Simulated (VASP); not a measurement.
# HfZrSe3 (R3m) in VASP: single point with r2SCAN

Aim: the single point of HfZrSe3 with r2SCAN.

All numbers are computed with VASP 6.6.1; they aren't measurements. Logs are shortened: lines on timing, memory, paths and dates and some standing lists are left out, and cuts for length are marked.

### 1 The structure

The structure is trigonal, space group R3m (No. 160). Conventional cell: a = 3.887 Å, b = 3.887 Å, c = 29.662 Å, α = 90.00°, β = 90.00°, γ = 120.00°. Around Zr (site symmetry 3m) lie 6 Se at 2.70 to 2.77 Å. Hf (site symmetry 3m) has 6 Se at 2.68 to 2.74 Å as nearest neighbours. Se (site symmetry 3m) has 3 Hf at 2.68 Å as nearest neighbours. Around Se (site symmetry 3m) lie 3 Hf at 2.74 Å and 3 Zr at 2.77 Å. Se (site symmetry 3m) has 3 Zr at 2.70 Å as nearest neighbours.

The cell was built by a generator and needn't be a form met in nature.

### 2 Single point, r2SCAN

INCAR reads:

```
SYSTEM = HfZrSe3
PREC = Accurate
ENCUT = 520
EDIFF = 1E-6
ISMEAR = 0
SIGMA = 0.1
LREAL = .False.
LASPH = .True.
NELM = 150
ALGO = Normal
ISIF = 2
LWAVE = .False.
LCHARG = .False.
METAGGA = R2SCAN
LMIXTAU = .True.
KPAR = 4
```

KPOINTS reads:

```
regular mesh
0
Gamma
  10 10 10
  0 0 0
```

POSCAR reads:

```
HfZrSe3
1.0
    1.9432880000      1.1219580000      9.8874400000
   -1.9432880000      1.1219580000      9.8874400000
    0.0000000000     -2.2439160000      9.8874400000
Zr Hf Se
1 1 3
Direct
    0.5029490000      0.5029490000      0.5029490000
    0.6108720000      0.6108720000      0.6108720000
    0.9933640000      0.9933640000      0.9933640000
    0.2244400000      0.2244400000      0.2244400000
    0.7855610000      0.7855610000      0.7855610000
```

Potentials or basis: VASP PAW PBE potentials, release 64 (Zr_sv, Hf_pv, Se).

The run is started by

```sh
$ cat potpaw_PBE.64/Zr_sv/POTCAR potpaw_PBE.64/Hf_pv/POTCAR potpaw_PBE.64/Se/POTCAR > POTCAR
$ mpirun -np 4 vasp_std > vasp.out
```

OUTCAR:

```text
SYSTEM = HfZrSe3
   PREC = Accurate
   ENCUT = 520
   EDIFF = 1E-6
   ISMEAR = 0
   LREAL = .False.
   LASPH = .True.
   NELM = 150
   ISIF = 2
   METAGGA = R2SCAN

 ion  position               nearest neighbor table
   1  0.503  0.503  0.503-   5 2.70   5 2.70   5 2.70   4 2.77   4 2.77   4 2.77   2 3.20
   2  0.611  0.611  0.611-   3 2.68   3 2.68   3 2.68   4 2.74   4 2.74   4 2.74   1 3.20
   3  0.993  0.993  0.993-   2 2.68   2 2.68   2 2.68
   4  0.224  0.224  0.224-   2 2.74   2 2.74   2 2.74   1 2.77   1 2.77   1 2.77
   5  0.786  0.786  0.786-   1 2.70   1 2.70   1 2.70

  LATTYP: Found a trigonal (rhomboedric) cell.
 ALAT       =    10.1388671832
 COS(alpha) =     0.9265273760

  Lattice vectors:

 A1 = (   1.9432880000,   1.1219580000,   9.8874400000)
 A2 = (  -1.9432880000,   1.1219580000,   9.8874400000)
 A3 = (   0.0000000000,  -2.2439160000,   9.8874400000)

Analysis of symmetry for initial positions (statically):
=====================================================================
 Subroutine PRICEL returns:
 Original cell was already a primitive cell.

 Routine SETGRP: Setting up the symmetry group for a
 trigonal (rhombohedral) supercell.

 Subroutine GETGRP returns: Found  6 space group operations
 (whereof  6 operations were pure point group operations)
 out of a pool of 12 trial point group operations.

The static configuration has the point symmetry C_3v.

Analysis of symmetry for dynamics (positions and initial velocities):
=====================================================================
 Subroutine PRICEL returns:
 Original cell was already a primitive cell.

 Routine SETGRP: Setting up the symmetry group for a
 trigonal (rhombohedral) supercell.

 Subroutine GETGRP returns: Found  6 space group operations
 (whereof  6 operations were pure point group operations)
 out of a pool of 12 trial point group operations.

The dynamic configuration has the point symmetry C_3v.

 Subroutine INISYM returns: Found  6 space group operations
 (whereof  6 operations are pure point group operations),
 and found     1 'primitive' translations

----------------------------------------------------------------------------------------

                                     Primitive cell

  volume of cell :     129.3448

  direct lattice vectors                    reciprocal lattice vectors
     1.943288000  1.121958000  9.887440000     0.257295882  0.148549827  0.033712805
    -1.943288000  1.121958000  9.887440000    -0.257295882  0.148549827  0.033712805
     0.000000000 -2.243916000  9.887440000     0.000000000 -0.297099654  0.033712805

  length of vectors
    10.138867183 10.138867183 10.138867233     0.299006313  0.299006313  0.299006283

  position of ions in fractional coordinates (direct lattice)
     0.502949000  0.502949000  0.502949000
     0.610872000  0.610872000  0.610872000
     0.993364000  0.993364000  0.993364000
     0.224440000  0.224440000  0.224440000
     0.785561000  0.785561000  0.785561000

  ion indices of the primitive-cell ions
   primitive index   ion index
                 1           1
                 2           2
                 3           3
                 4           4
                 5           5

----------------------------------------------------------------------------------------

 KPOINTS: regular mesh

Automatic generation of k-mesh.
 Grid dimensions read from file:
 generate k-points for:   10   10   10

 Generating k-lattice:

  Cartesian coordinates                     Fractional coordinates (reciprocal lattice)
     0.025729588  0.014854983  0.003371280     0.100000000  0.000000000  0.000000000
    -0.025729588  0.014854983  0.003371280     0.000000000  0.100000000  0.000000000
     0.000000000 -0.029709965  0.003371280     0.000000000  0.000000000  0.100000000

  Length of vectors
     0.029900631  0.029900631  0.029900628

  Shift w.r.t. Gamma in fractional coordinates (k-lattice)
     0.000000000  0.000000000  0.000000000

 Subroutine IBZKPT returns following result:
 ===========================================

 Found    116 irreducible k-points:

 Following reciprocal coordinates:
            Coordinates               Weight
  0.000000  0.000000  0.000000      1.000000
  0.100000 -0.000000 -0.000000      6.000000
  0.200000 -0.000000 -0.000000      6.000000
  0.300000 -0.000000 -0.000000      6.000000
  0.400000  0.000000 -0.000000      6.000000
  0.500000 -0.000000 -0.000000      3.000000
[... 16 lines left out ...]
  0.300000  0.300000 -0.000000      6.000000
  0.400000  0.300000 -0.000000     12.000000
 [... further k-points ...]
   k-points           NKPTS =    116   k-points in BZ     NKDIM =    116   number of bands    NBANDS=     24
   number of dos      NEDOS =    301   number of ions     NIONS =      5
   total plane-waves  NPLWV = 512000
   dimension x,y,z NGX =    80 NGY =   80 NGZ =   80
   dimension x,y,z NGXF=   160 NGYF=  160 NGZF=  160
   ions per type =               1   1   3
   NGX,Y,Z   is equivalent  to a cutoff of  13.12, 13.12, 13.12 a.u.
   NGXF,Y,Z  is equivalent  to a cutoff of  26.24, 26.24, 26.24 a.u.
 SYSTEM =  HfZrSe3
   PREC   = accura    normal or accurate (medium, high low for compatibility)
   ISTART =      0    job   : 0-new  1-cont  2-samecut
   ICHARG =      2    charge: 1-file 2-atom 10-const
   ISPIN  =      1    spin polarized calculation?
   LNONCOLLINEAR =      F non collinear calculations
   LSORBIT =      F    spin-orbit coupling
   LASPH  =      T    aspherical Exc in radial PAW
   ENCUT  =  520.0 eV  38.22 Ry    6.18 a.u.  18.85 18.85 18.85*2*pi/ulx,y,z
   NELM   =    150;   NELMIN=  2; NELMDL= -5     # of ELM steps
   EDIFF  = 0.1E-05   stopping-criterion for ELM
   LREAL  =      F    real-space projection
   EDIFFG = 0.1E-04   stopping-criterion for IOM
   NSW    =      0    number of steps for IOM
   IBRION =     -1    ionic relax: 0-MD 1-quasi-New 2-CG
   NFREE  =      0    steps in history (QN), initial steepest desc. (CG)
   ISIF   =      2    stress and relaxation
   ISYM   =      2    0-nonsym 1-usesym 2-fastsym
   POTIM  = 0.5000    time-step for ionic-motion
   TEBEG  =    0.0;   TEEND  =   0.0 temperature during run
   PSTRESS=    0.0 pullay stress
   NELECT =      40.0000    total number of electrons
   NUPDOWN=      -1.0000    fix difference up-down
   EMIN   =  10.00;   EMAX   =-10.00  energy-range for DOS
   EFERMI =   0.00;   METHOD = LEGACY
   ISMEAR =     0;   SIGMA  =   0.10  broadening in eV -4-tet -1-fermi 0-gaus
   EFERMI_NEDOS =   21; number of points for ismear=-14 and -15
   IALGO  =     38    algorithm
   IMIX   =      4    mixing-type and parameters
     AMIX     =   0.40;   BMIX     =  1.00
     AMIX_MAG =   1.60;   BMIX_MAG =  1.00
  volume/ion in A,a.u.               =      25.87       174.57
  Fermi-wavevector in a.u.,A,eV,Ry     =   1.107079  2.092076 16.675620  1.225623
  Thomas-Fermi vector in A             =   2.243588
   LORBIT       =      0    0 simple, 1 ext, 2 COOP (PROOUT), +10 PAW based schemes
   METAGGA = R2SCAN    functional components
   LHFCALC =     F    Hartree Fock is set to
   AEXX    =    0.0000 exact exchange contribution
   IVDW    =     0    specifies the selected vdW correction
   LEPSILON=     F    determine dielectric tensor
   LRPA    =     F    only Hartree local field effects (RPA)
 non-spin polarized calculation
 Gauss-broadening in eV      SIGMA  =   0.10
  energy-cutoff  :      520.00
  volume of cell :      129.34
 maximum number of plane-waves:      3501
 NGX is ok and might be reduce to    80
   NGX = 37   NGY = 37   NGZ = 37

 number of electron      39.9999999 magnetization

 Free energy of the ion-electron system (eV)
  ---------------------------------------------------
  ext. energy  EPLUGINS =         0.00000000
  ---------------------------------------------------
  free energy    TOTEN  =      -118.01560750 eV

  energy without entropy =     -118.00976756  energy(sigma->0) =     -118.01268753

 E-fermi :   4.8142     XC(G=0):  -9.9066

 val. band max:        4.5895900362   @ k =   0.0000   0.0000   0.0000
 cond. band min:       4.8170799604   @ k =  -0.2000   0.5000   0.2000
 fundamental gap:      0.2274899241
 Fermi energy:         4.8142480439

 k-point     1 :       0.0000    0.0000    0.0000
  band No.  band energies     occupation
      1     -47.0217      2.00000
      2     -28.5848      2.00000
      3     -28.5848      2.00000
      4     -28.4198      2.00000
      5     -24.3840      2.00000
      6     -24.3840      2.00000
[... 16 lines left out ...]
     23       5.7065      0.00000
     24       5.7065      0.00000

 k-point     2 :       0.1000   -0.0000   -0.0000
  band No.  band energies     occupation
      1     -47.0208      2.00000
      2     -28.5942      2.00000
      3     -28.5869      2.00000
      4     -28.4177      2.00000
      5     -24.3992      2.00000
      6     -24.3872      2.00000
[... 16 lines left out ...]
     23       5.5291      0.00000
     24       5.6472      0.00000

 k-point     3 :       0.2000   -0.0000   -0.0000
  band No.  band energies     occupation
      1     -47.0184      2.00000
      2     -28.6190      2.00000
      3     -28.5924      2.00000
      4     -28.4121      2.00000
      5     -24.4388      2.00000
      6     -24.3956      2.00000
[... 16 lines left out ...]
     23       5.5534      0.00000
     24       5.7540      0.00000

 k-point     4 :       0.3000   -0.0000   -0.0000
  band No.  band energies     occupation
      1     -47.0154      2.00000
      2     -28.6493      2.00000
      3     -28.5991      2.00000
      4     -28.4052      2.00000
      5     -24.4873      2.00000
      6     -24.4060      2.00000
[... 16 lines left out ...]
     23       5.8697      0.00000
     24       6.2511      0.00000

 k-point     5 :       0.4000    0.0000   -0.0000
  band No.  band energies     occupation
      1     -47.0130      2.00000
      2     -28.6736      2.00000
      3     -28.6046      2.00000
      4     -28.3996      2.00000
      5     -24.5260      2.00000
      6     -24.4144      2.00000
[... 16 lines left out ...]
     23       6.2861      0.00000
     24       6.5583      0.00000

 k-point     6 :       0.5000   -0.0000   -0.0000
  band No.  band energies     occupation
      1     -47.0121      2.00000
      2     -28.6829      2.00000
      3     -28.6067      2.00000
      4     -28.3975      2.00000
      5     -24.5406      2.00000
      6     -24.4175      2.00000
[... 16 lines left out ...]
     23       6.4567      0.00000
     24       6.8486      0.00000
[... 379 lines left out ...]
 k-point    21 :      -0.3000    0.2000    0.0000
  band No.  band energies     occupation
      1     -47.0121      2.00000
      2     -28.6665      2.00000
      3     -28.6233      2.00000
      4     -28.3976      2.00000
      5     -24.5142      2.00000
      6     -24.4444      2.00000
[... 16 lines left out ...]
     23       6.3388      0.00000
     24       6.4925      0.00000

 k-point    22 :      -0.2000    0.2000    0.0000
  band No.  band energies     occupation
      1     -47.0140      2.00000
      2     -28.6542      2.00000
      3     -28.6115      2.00000
      4     -28.4021      2.00000
      5     -24.4948      2.00000
      6     -24.4257      2.00000
[... 16 lines left out ...]
     23       6.1819      0.00000
     24       6.5194      0.00000

 k-point    23 :       0.3000    0.3000   -0.0000
  band No.  band energies     occupation
      1     -47.0154      2.00000
      2     -28.6493      2.00000
      3     -28.5991      2.00000
      4     -28.4052      2.00000
      5     -24.4873      2.00000
      6     -24.4060      2.00000
[... 16 lines left out ...]
     23       5.9326      0.00000
     24       6.2403      0.00000

 k-point    24 :       0.4000    0.3000   -0.0000
  band No.  band energies     occupation
      1     -47.0138      2.00000
      2     -28.6620      2.00000
      3     -28.6072      2.00000
      4     -28.4014      2.00000
      5     -24.5073      2.00000
      6     -24.4186      2.00000
[... 16 lines left out ...]
     23       6.1660      0.00000
     24       6.5026      0.00000

 [... further k-points ...]
[... 5 lines left out ...]
  --------------------------------------------------------------------------------------
  -------------------------------------------------------------------------------------
  Total       -0.6315405     -0.6315407     -1.3696353      0.0000000      0.0000000      0.0000000
  in kB       -7.8228129     -7.8228150    -16.9654992      0.0000000      0.0000000      0.0000000
  external PRESSURE =     -10.8703757 kB  Pullay stress =       0.0000000 kB

 VOLUME and BASIS-vectors are now :
 -----------------------------------------------------------------------------
  energy-cutoff  :      520.00
  volume of cell :      129.34
      direct lattice vectors                 reciprocal lattice vectors
     1.943288000  1.121958000  9.887440000     0.257295882  0.148549827  0.033712805
    -1.943288000  1.121958000  9.887440000    -0.257295882  0.148549827  0.033712805
     0.000000000 -2.243916000  9.887440000     0.000000000 -0.297099654  0.033712805

 POSITION                                       TOTAL-FORCE (eV/Angst)
 -----------------------------------------------------------------------------------
      0.00000      0.00000     14.91863         0.000000     -0.000000     -0.020789
      0.00000      0.00000     18.11988         0.000000     -0.000000     -0.007144
      0.00000      0.00000     29.46548         0.000000      0.000000     -0.187959
      0.00000      0.00000      6.65741         0.000000     -0.000000      0.087966
      0.00000      0.00000     23.30156         0.000000      0.000000      0.127925
 -----------------------------------------------------------------------------------
    total drift:                               -0.000000     -0.000001      0.000028

  FREE ENERGIE OF THE ION-ELECTRON SYSTEM (eV)
  ---------------------------------------------------
  free  energy   TOTEN  =      -118.0156074966 eV

  energy  without entropy=     -118.0097675650  energy(sigma->0) =     -118.01268753
```

Wall time 43 min (4 MPI ranks of Intel Xeon 6975P-C (Granite Rapids), shared host); peak memory 1.4 GiB.

Results:

```
Free energy            : -118.0156 eV
Pressure               : -1.1 GPa
Largest force          : 0.188 eV/Å
Band gap on the k mesh : none (metal or under the smearing width)
```

Forces on the atoms (eV/Å):
```
Zr   0.000  0.000 -0.021
Hf   0.000  0.000 -0.007
Se   0.000  0.000 -0.188
Se   0.000  0.000  0.088
Se   0.000  0.000  0.128
```

Stress tensor (GPa, compression positive):
```
-0.78  0.00  0.00
 0.00 -0.78  0.00
 0.00  0.00 -1.70
```

Levels at points of the mesh, in eV from the Fermi level:
```
           k point  band 16  band 17  band 18  band 19  band 20  band 21  band 22  band 23  band 24
(0.00, 0.00, 0.00)    -3.24    -2.14    -2.00    -2.00    -0.86    -0.22    -0.22     0.89     0.89
(0.50, 0.00, 0.00)    -3.60    -3.33    -3.31    -2.85    -1.29     0.47     1.62     1.64     2.03
(0.50, 0.50, 0.00)    -3.58    -3.32    -3.27    -2.89    -1.23     0.42     1.62     1.64     2.05
(0.50, 0.50, 0.50)    -3.22    -2.89    -2.03    -2.03    -0.67    -0.23    -0.23     0.91     0.91
```

Caveat: the PAW data sets were made with another functional, which shifts forces and pressure a little.
